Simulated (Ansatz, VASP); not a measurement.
# One calculation of Na3SeI, two programs

INCAR

```
SYSTEM = Na3SeI
PREC = Accurate ; ENCUT = 520
EDIFF = 1E-6 ; ISMEAR = 0
SIGMA = 0.05 ; LREAL = .False.
LASPH = .True. ; NELM = 60
ALGO = Fast ; ISIF = 2
LWAVE = .False. ; LCHARG = .False.
GGA = PS ; NBANDS = 25
```

Contents of KPOINTS:

```
Automatic mesh
0
Gamma
  4 4 4
  0 0 0
```

Contents of POSCAR:

```
Na3SeI
1.0
    6.0000000000      0.0000000000      0.0000000000
    0.0000000000      6.0000000000      0.0000000000
    0.0000000000      0.0000000000      6.0000000000
I Se Na
1 1 3
Direct
    0.0000000000      0.0000000000      0.0000000000
    0.5000000000      0.5000000000      0.5000000000
    0.5000000000      0.5000000000      0.0000000000
    0.5000000000      0.0000000000      0.5000000000
    0.0000000000      0.5000000000      0.5000000000
```

Input for Ansatz:

```yaml
crystal:
  lattice:
    - [6.0, 0.0, 0.0]
    - [0.0, 6.0, 0.0]
    - [0.0, 0.0, 6.0]
  atoms:
    - { symbol: I, position: [0.0, 0.0, 0.0] }
    - { symbol: Se, position: [0.5, 0.5, 0.5] }
    - { symbol: Na, position: [0.5, 0.5, 0.0] }
    - { symbol: Na, position: [0.5, 0.0, 0.5] }
    - { symbol: Na, position: [0.0, 0.5, 0.5] }
basis:
  ecutwfc: 420
kpoints:
  mp_grid: { grid: [4, 4, 4] }
hamiltonian:
  xc: pbesol
scf:
  occupations: { method: gaussian, width: 0.05 }
output:
  forces: true
  stress: true
  eigenvalues: true
```

The cell comes from a database or a generator and needn't be the stable form of this composition.

Alike in both runs: task single point; functional PBEsol; k mesh 4 × 4 × 4; occupations gaussian, width 0.05 eV; no spin polarisation.

|  | VASP | Ansatz |
| --- | --- | --- |
| version | VASP 6.6.1 | Ansatz 0.2.0 |
| potentials or method | VASP PAW PBE potentials, release 64 (I, Se, Na_pv) | scalar-relativistic, plane waves, PAW |
| plane-wave cutoff (eV) | 520 | 420 |
| valence electrons in the cell | 34 | 60 |

```tsv
	VASP	Ansatz	Ansatz less VASP
gap on the k mesh at the Fermi level (eV)	1.88	1.88	+0.003
least direct gap on the mesh (eV)	1.88	1.88	+0.003
pressure (GPa)	-2.7	-2.7	-0.02
```

With one functional, cell and mesh, what is left measures potentials, basis and numerics. The two sets of potentials don't hold the same shells in valence.

Caveats: the PAW data sets were made with another functional, which shifts forces and pressure a little (VASP); spin-orbit coupling is left out, which moves the levels of the heavy elements. A hybrid or GW would open this gap; PBEsol tends to underestimate it.
